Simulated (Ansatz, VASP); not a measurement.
# HfB2 in two plane-wave programs, part 2 of 2

Aim: how closely do two programs agree when they are given the same cell, functional and k mesh? The structure shown comes from an earlier Ansatz run, which isn't shown and may have moved the atoms alone.

VASP 6.6.1 and Ansatz 0.2.0.

So far: The starting structure; Ansatz: elastic constants, LDA.

**3. VASP: elastic constants, LDA**

Level of this step: LDA; plane waves and PAW (Hf_pv, B) (VASP).

The same cell, functional (in two slightly different forms), mesh and smearing now go to VASP, with its own data sets.

Lines of VASP's logs that name or quote its potential files are left out, and so is its time.

File INCAR:

```
SYSTEM = HfB2
PREC = Accurate
ENCUT = 500
EDIFF = 1E-08
NELM = 120
ISMEAR = 0
SIGMA = 0.1
LREAL = .FALSE.
ALGO = Normal
GGA = CA
NBANDS = 14
LASPH = .TRUE.
LORBIT = 11
LWAVE = .FALSE.
LCHARG = .FALSE.
ISIF = 3
IBRION = 6
NFREE = 2
POTIM = 0.015
NSW = 1
GGA_COMPAT = .FALSE.
KPAR = 2
```

File POSCAR:

```
HfB2
1.0
    3.1043778954      0.0000000000      0.0000000000
   -1.5521889477      2.6884701203      0.0000000000
    0.0000000000      0.0000000000      3.4246539017
Hf B
1 2
Direct
    0.0000000000      0.0000000000      0.0000000000
    0.3333333333      0.6666666667      0.5000000000
    0.6666666667      0.3333333333      0.5000000000
```

File KPOINTS:

```
Automatic mesh
0
Gamma
15 15 10
0 0 0
```

PAW data sets: Hf_pv and B (LDA family, release 64).

Started as:

```
$ mpirun -np 2 vasp_std
```

Numbers of over 12 decimals in the logs are rounded to 6 here.

Log:

```text
[banner, memory and clock lines left out]
running    2 mpi-ranks, on    1 nodes
 distrk:  each k-point on    1 cores,    2 groups
 distr:  one band on    1 cores,    1 groups

 POSCAR found type information on POSCAR HfB
 POSCAR found :  2 types and       3 ions
 LDA part: xc-table for (Slater(with rela. corr.)+CA(PZ))
 , standard interpolation
 POSCAR, INCAR and KPOINTS ok, starting setup
 FFT: planning ... GRIDC
 FFT: planning ... GRID_SOFT
 FFT: planning ... GRID
 WAVECAR not read
 entering main loop
       N       E                     dE             d eps       ncg     rms          rms(c)
DAV:   1     0.253818637757E+02    0.25382E+02   -0.79619E+03  4536   0.106E+03
DAV:   2    -0.299213924507E+02   -0.55303E+02   -0.51481E+02  5856   0.223E+02
DAV:   3    -0.314712999746E+02   -0.15499E+01   -0.15384E+01  6054   0.279E+01
DAV:   4    -0.314786408876E+02   -0.73409E-02   -0.73371E-02  5268   0.228E+00
DAV:   5    -0.314786897900E+02   -0.48902E-04   -0.48900E-04  6060   0.158E-01    0.568E+01
DAV:   6    -0.290841125134E+02    0.23946E+01   -0.37104E+00  5460   0.134E+01    0.415E+01
DAV:   7    -0.290328768883E+02    0.51236E-01   -0.11877E+00  5772   0.771E+00    0.121E+01
DAV:   8    -0.289623726508E+02    0.70504E-01   -0.33505E-01  5424   0.429E+00    0.178E+00
DAV:   9    -0.289568474752E+02    0.55252E-02   -0.28627E-02  5370   0.134E+00    0.496E-01
DAV:  10    -0.289565217946E+02    0.32568E-03   -0.12176E-03  5580   0.296E-01    0.275E-01
DAV:  11    -0.289565288972E+02   -0.71025E-05   -0.74805E-05  5520   0.668E-02    0.894E-02
DAV:  12    -0.289565269405E+02    0.19567E-05   -0.36017E-06  5436   0.145E-02    0.169E-02
DAV:  13    -0.289565269341E+02    0.63642E-08   -0.33723E-07  5670   0.459E-03    0.395E-03
DAV:  14    -0.289565269203E+02    0.13859E-07   -0.37539E-08  5394   0.158E-03    0.267E-03
DAV:  15    -0.289565269212E+02   -0.94087E-09   -0.38503E-09  2586   0.522E-04
   1 F= -.28956527E+02 E0= -.28956210E+02  d E =-.634837E-03
[... from here on, the cycles between the ionic steps are left out ...]
   2 F= -.28944222E+02 E0= -.28943916E+02  d E =-.612378E-03
   3 F= -.28942504E+02 E0= -.28942191E+02  d E =-.625761E-03
  12 F= -.28950579E+02 E0= -.28950243E+02  d E =-.671839E-03
  13 F= -.28950579E+02 E0= -.28950243E+02  d E =-.671840E-03
  14 F= -.28954842E+02 E0= -.28954524E+02  d E =-.635918E-03
  15 F= -.28954842E+02 E0= -.28954524E+02  d E =-.635918E-03
  16 F= -.28954652E+02 E0= -.28954335E+02  d E =-.633405E-03
  17 F= -.28954652E+02 E0= -.28954335E+02  d E =-.633409E-03
  18 F= -.28954524E+02 E0= -.28954213E+02  d E =-.621620E-03
  19 F= -.28954524E+02 E0= -.28954213E+02  d E =-.621616E-03
  20 F= -.28955281E+02 E0= -.28954958E+02  d E =-.644736E-03
 Finite differences progress:
  Degree of freedom:  10/ 10
  Displacement:        1/  2
  Total:              19/ 20
 bond charge predicted
       N       E                     dE             d eps       ncg     rms          rms(c)
DAV:   1    -0.289570475213E+02   -0.17670E-02   -0.63964E-01  6742   0.485E+00    0.716E-01
DAV:   2    -0.289556520305E+02    0.13955E-02   -0.60181E-03  8770   0.574E-01    0.319E-01
DAV:   3    -0.289552827461E+02    0.36928E-03   -0.77454E-04  8680   0.203E-01    0.775E-02
DAV:   4    -0.289552806119E+02    0.21341E-05   -0.10733E-04  8428   0.728E-02    0.273E-02
DAV:   5    -0.289552808071E+02   -0.19517E-06   -0.14112E-06  8530   0.994E-03    0.696E-03
DAV:   6    -0.289552805522E+02    0.25489E-06   -0.46426E-07  8764   0.496E-03    0.105E-03
DAV:   7    -0.289552805562E+02   -0.40031E-08   -0.38932E-08  7246   0.121E-03
  21 F= -.28955281E+02 E0= -.28954958E+02  d E =-.644736E-03
 Finite differences progress:
  Degree of freedom:  10/ 10
  Displacement:        2/  2
  Total:              20/ 20
```

OUTCAR, selected parts (step 3):

```text
ion  position               nearest neighbor table
   1  0.000  0.000  0.000-   2 2.48   3 2.48   2 2.48   3 2.48   2 2.48   2 2.48   3 2.48   3 2.48
                             3 2.48   3 2.48   2 2.48   2 2.48
   2  0.333  0.667  0.500-   3 1.79   3 1.79   3 1.79   1 2.48   1 2.48   1 2.48   1 2.48   1 2.48
                             1 2.48
   3  0.667  0.333  0.500-   2 1.79   2 1.79   2 1.79   1 2.48   1 2.48   1 2.48   1 2.48   1 2.48
                             1 2.48

  LATTYP: Found a hexagonal cell.
 ALAT       =     3.1043778954
 C/A-ratio  =     1.1031691428

 Subroutine GETGRP returns: Found 24 space group operations
 (whereof 24 operations were pure point group operations)

The static configuration has the point symmetry D_6h.

 Found    162 irreducible k-points:

   k-points           NKPTS =    162   k-points in BZ     NKDIM =    162   number of bands    NBANDS=     14

   dimension x,y,z NGX =    24 NGY =   24 NGZ =   28
   dimension x,y,z NGXF=    48 NGYF=   48 NGZF=   56

   ENCUT  =  500.0 eV  36.75 Ry    6.06 a.u.   5.66  5.66  6.24*2*pi/ulx,y,z

   NELECT =      16.0000    total number of electrons

 k-points in reciprocal lattice and weights: Automatic mesh
   0.00000000  0.00000000  0.00000000       0.000
   0.06666667 -0.00000000  0.00000000       0.003
   0.13333333  0.00000000  0.00000000       0.003
   0.20000000 -0.00000000  0.00000000       0.003
   0.26666667  0.00000000  0.00000000       0.003
   0.33333333 -0.00000000  0.00000000       0.003
   0.40000000 -0.00000000  0.00000000       0.003
   0.46666667 -0.00000000  0.00000000       0.003
   0.06666667  0.06666667  0.00000000       0.003
[...]
13      13.1452      0.00000
    ...

 k-point     2 :       0.0667   -0.0000    0.0000
  band No.  band energies     occupation
    ...
      4      -5.7031      2.00000
      5       4.7065      2.00000
      6       4.9759      2.00000
      7       4.9829      2.00000
      8       5.2507      2.00000
      9      11.9326      0.00000
     10      12.0299      0.00000
     11      12.2365      0.00000
     12      12.2515      0.00000
     13      13.5866      0.00000
    ...

 k-point     3 :       0.1333    0.0000    0.0000
  band No.  band energies     occupation
    ...
      4      -5.4103      2.00000
      5       4.0222      2.00000
      6       4.9676      2.00000
      7       4.9771      2.00000
      8       5.2601      2.00000
      9      10.9457      0.00000
     10      11.8084      0.00000
     11      11.8708      0.00000
     12      12.4973      0.00000
     13      14.1021      0.00000
    ...

 k-point     4 :       0.2000   -0.0000    0.0000
  band No.  band energies     occupation
    ...
      4      -4.9469      2.00000
      5       3.1217      2.00000
      6       4.6508      2.00000
      7       4.9218      2.00000
      8       5.5447      2.00000
      9      10.2834      0.00000
     10      11.5763      0.00000
     11      11.8089      0.00000
     12      12.3294      0.00000
     13      14.3571      0.00000
    ...

  Total        0.0331465      0.0331465      0.0680182      0.0000000      0.0000000      0.0000000
  in kB        1.8580243      1.8580243      3.8127587      0.0000000      0.0000000      0.0000000
  external PRESSURE =       2.5096024 kB  Pullay stress =       0.0000000 kB

  energy-cutoff  :      500.00
  volume of cell :       28.58
      direct lattice vectors                 reciprocal lattice vectors
     3.104377895  0.000000000  0.000000000     0.322125731  0.185979378  0.000000000
    -1.552188948  2.688470120  0.000000000     0.000000000  0.371958755  0.000000000
     0.000000000  0.000000000  3.424653902     0.000000000  0.000000000  0.292000310

 POSITION                                       TOTAL-FORCE (eV/Angst)
 -----------------------------------------------------------------------------------
      0.00000      0.00000      0.00000         0.000000      0.000000     -0.124871
     -0.00000      1.79231      1.69733        -0.000000     -0.000000      0.166154
      1.55219      0.89616      1.71233         0.000000     -0.000000     -0.041283
 -----------------------------------------------------------------------------------
    total drift:                               -0.000000      0.000000     -0.000024

  FREE ENERGIE OF THE ION-ELECTRON SYSTEM (eV)
  ---------------------------------------------------
  free  energy   TOTEN  =       -28.9552805562 eV

  energy  without entropy=      -28.9546358200  energy(sigma->0) =      -28.95495819

  SYMMETRIZED ELASTIC MODULI (kBar)
 Direction    XX          YY          ZZ          XY          YZ          ZX
 --------------------------------------------------------------------------------
 XX        6556.2798    673.9886   1407.8643      0.0000      0.0000      0.0000
 YY         673.9886   6556.2798   1407.8643      0.0000     -0.0000      0.0000
 ZZ        1407.8643   1407.8643   5037.6801      0.0000      0.0000      0.0000
 XY           0.0000      0.0000      0.0000   2941.1456      0.0000      0.0000
 YZ           0.0000      0.0000      0.0000      0.0000   2963.5462      0.0000
 ZX           0.0000      0.0000      0.0000      0.0000      0.0000   2963.5462
 --------------------------------------------------------------------------------

 Eigenvectors and eigenvalues of the dynamical matrix
 ----------------------------------------------------

   1 f  =   25.216073 THz   158.437259 2PiTHz  841.117654 cm-1   104.285251 meV
             X         Y         Z           dx          dy          dz
      0.000000  0.000000  0.000000     0.000000   -0.000000    0.000000
     -0.000000  1.792313  1.712327    -0.707107   -0.000001   -0.000000
      1.552189  0.896157  1.712327     0.707107    0.000001    0.000000

   2 f  =   25.216073 THz   158.437259 2PiTHz  841.117654 cm-1   104.285251 meV
             X         Y         Z           dx          dy          dz
      0.000000  0.000000  0.000000    -0.000000   -0.000000   -0.000000
     -0.000000  1.792313  1.712327     0.000001   -0.707107   -0.000000
      1.552189  0.896157  1.712327    -0.000001    0.707107   -0.000000

   3 f  =   17.681145 THz   111.093910 2PiTHz  589.779511 cm-1    73.123307 meV
             X         Y         Z           dx          dy          dz
      0.000000  0.000000  0.000000    -0.000000    0.000000   -0.000000
     -0.000000  1.792313  1.712327     0.000000   -0.000000   -0.707107
      1.552189  0.896157  1.712327     0.000000   -0.000000    0.707107

   4 f  =   14.526970 THz    91.275647 2PiTHz  484.567572 cm-1    60.078695 meV
             X         Y         Z           dx          dy          dz
      0.000000  0.000000  0.000000    -0.000000    0.000000    0.328821
     -0.000000  1.792313  1.712327     0.000000   -0.000000   -0.667786
      1.552189  0.896157  1.712327     0.000000   -0.000000   -0.667786

   5 f  =   13.780665 THz    86.586474 2PiTHz  459.673515 cm-1    56.992227 meV
             X         Y         Z           dx          dy          dz
      0.000000  0.000000  0.000000     0.328669   -0.000000   -0.000000
     -0.000000  1.792313  1.712327    -0.667824    0.000001   -0.000000
      1.552189  0.896157  1.712327    -0.667824    0.000001   -0.000000

   6 f  =   13.780665 THz    86.586474 2PiTHz  459.673515 cm-1    56.992227 meV
             X         Y         Z           dx          dy          dz
      0.000000  0.000000  0.000000    -0.000000   -0.328669    0.000000
     -0.000000  1.792313  1.712327     0.000001    0.667824   -0.000000
      1.552189  0.896157  1.712327     0.000001    0.667824   -0.000000

   7 f/i=    0.000584 THz     0.003667 2PiTHz    0.019466 cm-1     0.002414 meV
             X         Y         Z           dx          dy          dz
      0.000000  0.000000  0.000000    -0.506923    0.796872   -0.000000
     -0.000000  1.792313  1.712327    -0.124741    0.196090   -0.000000
      1.552189  0.896157  1.712327    -0.124741    0.196090   -0.000000

   8 f/i=    0.000584 THz     0.003667 2PiTHz    0.019466 cm-1     0.002414 meV
             X         Y         Z           dx          dy          dz
      0.000000  0.000000  0.000000    -0.796872   -0.506923    0.000000
     -0.000000  1.792313  1.712327    -0.196090   -0.124741    0.000000
      1.552189  0.896157  1.712327    -0.196090   -0.124741    0.000000

   9 f/i=    0.001732 THz     0.010881 2PiTHz    0.057766 cm-1     0.007162 meV
             X         Y         Z           dx          dy          dz
      0.000000  0.000000  0.000000     0.000000   -0.000000   -0.944392
     -0.000000  1.792313  1.712327     0.000000   -0.000000   -0.232512
      1.552189  0.896157  1.712327     0.000000   -0.000000   -0.232512

 ELASTIC MODULI CONTR FROM IONIC RELAXATION (kBar)
 Direction    XX          YY          ZZ          XY          YZ          ZX
 --------------------------------------------------------------------------------
 XX          -3.7781      3.7781     -0.0000     -0.0000     -0.0000      0.0000
 YY           3.7781     -3.7781      0.0000      0.0000      0.0000      0.0000
 ZZ          -0.0000      0.0000     -0.0000     -0.0000     -0.0000      0.0000
 XY          -0.0000      0.0000     -0.0000     -3.7781      0.0000      0.0000
 YZ          -0.0000      0.0000     -0.0000      0.0000     -0.0000      0.0000
 ZX           0.0000      0.0000      0.0000      0.0000      0.0000      0.0000
 --------------------------------------------------------------------------------

 TOTAL ELASTIC MODULI (kBar)
 Direction    XX          YY          ZZ          XY          YZ          ZX
 --------------------------------------------------------------------------------
 XX        6552.5016    677.7668   1407.8643     -0.0000      0.0000      0.0000
 YY         677.7668   6552.5016   1407.8643      0.0000     -0.0000      0.0000
 ZZ        1407.8643   1407.8643   5037.6801     -0.0000      0.0000      0.0000
 XY          -0.0000      0.0000     -0.0000   2937.3674      0.0000      0.0000
 YZ           0.0000      0.0000      0.0000      0.0000   2963.5462      0.0000
 ZX           0.0000      0.0000      0.0000      0.0000      0.0000   2963.5462
 --------------------------------------------------------------------------------

 total charge
# of ion       s       p       d       tot
------------------------------------------
    1        0.310   6.635   1.937   8.882
    2        0.668   1.319   0.000   1.987
    3        0.668   1.319   0.000   1.987
--------------------------------------------------
tot          1.647   9.272   1.937  12.856

[... 2 further parts left out ...]
```

CONTCAR:

```
HfB2
   1.00000000000000
     3.1043778953999999    0.0000000000000000    0.0000000000000000
    -1.5521889476999999    2.6884701202999999    0.0000000000000000
     0.0000000000000000    0.0000000000000000    3.4246539017000002
  Hf              B
     1     2
Direct
     0.0000000000000000    0.0000000000000000    0.0000000000000000
     0.3333333332999970    0.6666666667000030    0.4956199953541133
     0.6666666667000030    0.3333333332999970    0.5000000000000000
```

Levels, forces or a CONTCAR printed for this step are those of its last displaced cell, not of the structure at rest.

**4. Differences**

Known differences besides the potentials themselves: the two LDA forms differ slightly; the data sets hold 32 valence electrons in Ansatz (on its default PAW (the set named soft_2) files) and 16 in VASP; the cutoff is 290 eV in Ansatz and 500 eV in VASP; VASP's log shows a relativistic correction to its local exchange, Ansatz's none; VASP takes each elastic constant from one size of strain, Ansatz from those that its log lists; Ansatz's log warns that its cutoff lies below the recommended one. Total energies have different zeros and are not compared.

The two programs side by side:

```
 quantity  Ansatz   VASP  difference
C11 (GPa)   623.6  655.2     -4.83 %
C22 (GPa)   623.6  655.2     -4.83 %
C33 (GPa)   472.1  503.8     -6.28 %
C12 (GPa)    59.6   67.8    -12.12 %
C13 (GPa)   125.2  140.8    -11.09 %
C23 (GPa)   125.2  140.8    -11.09 %
C44 (GPa)   282.2  296.4     -4.78 %
C55 (GPa)   282.2  296.4     -4.78 %
C66 (GPa)   282.0  293.7     -3.99 %
```

**5. Summary of results**

```json
{
 "difference in C12 (elastic constants, LDA)": "-12 %"
}
```

The difference in C12 is -12 % (elastic constants, LDA), beyond the 5 % picked in this series as the mark of a large difference. The data sets hold unlike numbers of valence electrons (32 in Ansatz and 16 in VASP), so part of the differences comes from the potentials. How closely two codes agree says nothing of how well the functional describes the real material.

[Lines on the potential files, build, host, timing and source positions are cut from VASP's logs without a mark.]

[Logs are printed without paths, hosts, clocks, repeated set-up lines and the standing remarks that a program may print on its own settings, such as how far it seeks lower states.]

[Hosts, paths, dates, database ids (printed as entryN), source tags and the programs' standing remarks are cut or masked in the printed files.]
